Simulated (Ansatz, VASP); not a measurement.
# ZrGe: VASP beside Ansatz, part 2 of 2

One calculation is typed for both programs; each brings its own data sets. How far apart do they land? The cell is generated by rule, not measured, and may not be a known phase. The cell is taken from a series of runs on this material, whose earlier steps may have relaxed, scaled, displaced or heated it; both programs get it as it stands.

VASP 6.6.1 and Ansatz 0.2.0.

So far: Starting point; VASP: relaxation of cell and atoms, PBEsol; Ansatz: relaxation of cell and atoms, PBEsol; Differences.

### 5. VASP: zone-centre phonons, PBEsol

Level of this step: PBEsol; plane waves and PAW (Zr_sv, Ge_d); invented cell (VASP).

Second derivatives magnify differences that forces hide, and they need a tight electronic threshold.

The input, INCAR:

```
SYSTEM = ZrGe
PREC = Accurate
ENCUT = 500
EDIFF = 1E-08
NELM = 120
ISMEAR = 1
SIGMA = 0.2
LREAL = .FALSE.
ALGO = Normal
GGA = PS
NBANDS = 19
LASPH = .TRUE.
LORBIT = 11
LWAVE = .FALSE.
LCHARG = .FALSE.
ISIF = 2
IBRION = 8
GGA_COMPAT = .FALSE.
KPAR = 2
```

The input, POSCAR:

```
ZrGe
1.0
    0.0000000000      2.7059586679      2.7059586679
    2.7059586679      0.0000000000      2.7059586679
    2.7059586679      2.7059586679      0.0000000000
Zr Ge
1 1
Direct
    0.0000000000      0.0000000000      0.0000000000
    0.5000000000      0.5000000000      0.5000000000
```

The input, KPOINTS:

```
Automatic mesh
0
Gamma
16 16 16
0 0 0
```

PAW data sets: Zr_sv and Ge_d (PBE family, release 64).

Launch:

```bash
> mpirun -np 2 vasp_std
```

Numbers of over 12 decimals in the logs are rounded to 6 here.

The program printed:

```text
[banner, memory and clock lines left out]
running    2 mpi-ranks, on    1 nodes
[...]
[... a notice as in an earlier step ...]

 LDA part: xc-table for (Slater+PW92), standard interpolation
 POSCAR, INCAR and KPOINTS ok, starting setup
[...]
entering main loop
       N       E                     dE             d eps       ncg     rms          rms(c)
DAV:   1     0.229399524529E+03    0.22940E+03   -0.13613E+04  6304   0.307E+03
DAV:   2     0.837481093397E+01   -0.22102E+03   -0.21423E+03  5562   0.631E+02
DAV:   3    -0.155457712353E+02   -0.23921E+02   -0.23570E+02  6216   0.137E+02
DAV:   4    -0.167412292238E+02   -0.11955E+01   -0.11898E+01  8897   0.280E+01
[...]
DAV:  13    -0.156342916948E+02    0.36297E-07   -0.15973E-07  8040   0.390E-03    0.119E-03
DAV:  14    -0.156342917163E+02   -0.21463E-07   -0.19571E-08  4951   0.123E-03    0.870E-05
DAV:  15    -0.156342917094E+02    0.68817E-08   -0.18450E-09  3226   0.403E-04
   1 F= -.15634292E+02 E0= -.15634539E+02  d E =0.741986E-03
[...]
RMM:  19    -0.670065498428E+00   -0.16452E-07   -0.17089E-06 32629   0.757E-04    0.132E-04
RMM:  20    -0.670065745220E+00   -0.24679E-06   -0.14299E-06 32076   0.659E-04    0.136E-04
RMM:  21    -0.670066080610E+00   -0.33539E-06   -0.12045E-06 31961   0.580E-04    0.137E-04
 first order change of Fermi-energy   0.36399E-03
 force on displaced ion       1 direction 1 :  -9.530   0.000   0.000
 Linear response progress:
  Degree of freedom:   2/  2
       N       E                     dE             d eps       ncg     rms          rms(c)
RMM:   1    -0.187202768806E+00   -0.18720E+00    0.10422E+01 16174   0.548E+01
RMM:   2    -0.194806257875E+00   -0.76035E-02   -0.97786E-03 23821   0.734E-01    0.726E-02
RMM:   3    -0.195072180526E+00   -0.26592E-03   -0.53091E-04 25451   0.184E-01    0.429E-02
RMM:   4    -0.195502863523E+00   -0.43068E-03   -0.11390E-04 27358   0.803E-02    0.635E-03
[...]
RMM:  14    -0.195477331619E+00    0.38072E-07   -0.19193E-07 33880   0.222E-04    0.379E-05
RMM:  15    -0.195477079179E+00    0.25244E-06   -0.13846E-07 31261   0.187E-04    0.174E-05
RMM:  16    -0.195477076130E+00    0.30487E-08   -0.83224E-08 33804   0.120E-04    0.136E-05
 first order change of Fermi-energy   0.11945E-03
 force on displaced ion       2 direction 1 :  -9.458   0.000   0.000
 Linear response finished
```

From OUTCAR (step 5):

```text
  Total        0.0298102      0.0298102      0.0298102      0.0000000      0.0000000      0.0000000
  in kB        1.2052636      1.2052636      1.2052636      0.0000000      0.0000000      0.0000000
  external PRESSURE =       1.2052636 kB  Pullay stress =       0.0000000 kB

 POSITION                                       TOTAL-FORCE (eV/Angst)
 -----------------------------------------------------------------------------------
      0.00000      0.00000      0.00000        -0.000000     -0.000000     -0.000000
      2.70596      2.70596      2.70596         0.000000      0.000000      0.000000
 -----------------------------------------------------------------------------------
    total drift:                                0.000000      0.000000      0.000000

[... 1 part as in an earlier step ...]

[... 1 further part left out ...]
```

### 6. Ansatz: zone-centre phonons, PBEsol

The same cell, functional, mesh and smearing now go to Ansatz, which takes its cutoff from its data sets.

The cell is taken from a series of runs on this material, whose earlier steps may have relaxed, scaled, displaced or heated it; both programs get it as it stands.

The input, input.yaml:

```yaml
crystal:
  lattice:
    - [0.0, 2.7059586679, 2.7059586679]
    - [2.7059586679, 0.0, 2.7059586679]
    - [2.7059586679, 2.7059586679, 0.0]
  atoms:
    - { symbol: Zr, position: [0.0, 0.0, 0.0] }
    - { symbol: Ge, position: [0.5, 0.5, 0.5] }
kpoints:
  mp_grid: { grid: [16, 16, 16] }
hamiltonian:
  xc: pbesol
scf:
  occupations: { method: methfessel_paxton, width: 0.2 }
output:
  eigenvalues: true
phonons:
  method: dfpt
```

Launch:

```bash
> ansatz run input.yaml --threads 8 --pin off --max-ram 14336MiB --backend cpu --events-out ev --progress --plain --runs-dir out
```

The program printed:

```text
[...]
Crystal: 2 atoms, lattice volume = 39.627 Å³
Basis set: ecut = 420 eV, 749 PW (Γ), exchange–correlation on 54×54×54 points (8 copies of the dense FFT grid, shifted against one another)
Bands: 17, of which v1, the nominal top of the filled ones, is band 13 counted from 1 (12 counted from 0)
Symmetry: 48 space group operations
k-points: 349 of 4096 (irreducible under 8 space group operations, time reversal used)
[...]
k mesh reduced under 8 symmetry operations, with k and −k counted as one. Each operation leaves every solved perturbation unchanged. A smaller set is not used because it would not reduce the number of displacements times k-points to solve
  ASR residual: 1.689e-5 → 0.000e0 eV/Å²; symmetrization residual: 2.437e-6 eV/Å²
  ASR residual per site (eV/Å²): 1.69e-5 8.90e-6
  Γ frequencies (cm⁻¹): 0.00 0.00 0.00 252.20 252.20 252.20
  non-analytic LO–TO correction: not included (Born effective charges unavailable; polar crystals: no LO–TO splitting at Γ)
[key lines of the parts left out:]
SCF converged after 9 iterations
Free energy (F): -8383.755984 eV
Fermi energy:    13.197394 eV
```

### 7. Side by side

The two programs side by side:

```csv
quantity,Ansatz,VASP,difference
optical mode 1 to 3 (cm⁻¹),252.2,252.6,-0.18 %
```

Modes are paired by rising frequency, not by their patterns, so a pair may set unlike modes beside each other; they are those without the splitting of longitudinal modes.

### 8. What came out

* difference in volume (relaxation of cell and atoms, PBEsol): -0.10 %
* r.m.s. difference of the optical zone-centre modes, each program's sorted by frequency (zone-centre phonons, PBEsol): 0.45 cm⁻¹

What this shows: The difference in volume is -0.10 % (relaxation of cell and atoms, PBEsol), within the 1.2 % picked in this series as the mark of a large difference, as far as the stopping tolerances let one tell. 1 further run of this series is not shown here. How closely two codes agree says nothing of how well the functional describes the real material.

[Lines on the potential files, build, host, timing and source positions are cut from VASP's logs without a mark.]

[Logs are printed without paths, hosts, clocks, repeated set-up lines and the standing remarks that a program may print on its own settings, such as how far it seeks lower states.]

[Hosts, paths, dates, database ids (printed as entryN), source tags and the programs' standing remarks are cut or masked in the printed files.]
